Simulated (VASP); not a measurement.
Consider the following.

```xyz
1
Lattice="0.0000 1.9225 1.9225 1.9225 0.0000 1.9225 1.9225 1.9225 0.0000" Properties=species:S:1:pos:R:3 pbc="T T T"
Ir     0.0000     0.0000     0.0000
```

All values below come from vdW-DF-cx, VASP's PBE PAW potentials (set 64) (plane waves; VASP). Settings: 520 eV cut-off, 18×18×18 Γ-centred mesh, tetrahedra with Blöchl corrections, potentials Ir.

Unless said otherwise, spin-orbit coupling is left out, though it shifts the bands of the heavy elements here.

Question: Estimate the energy per atom (σ→0), band gap (on the k-mesh) with the smallest direct gap where there is one.

Answer: 
The band gap (on the k-mesh) comes out as none (metal, semimetal or under 0.01 eV) and the energy per atom (σ→0) is -6.858 eV/atom.

The compound is Ir in the fcc structure. It was relaxed first.
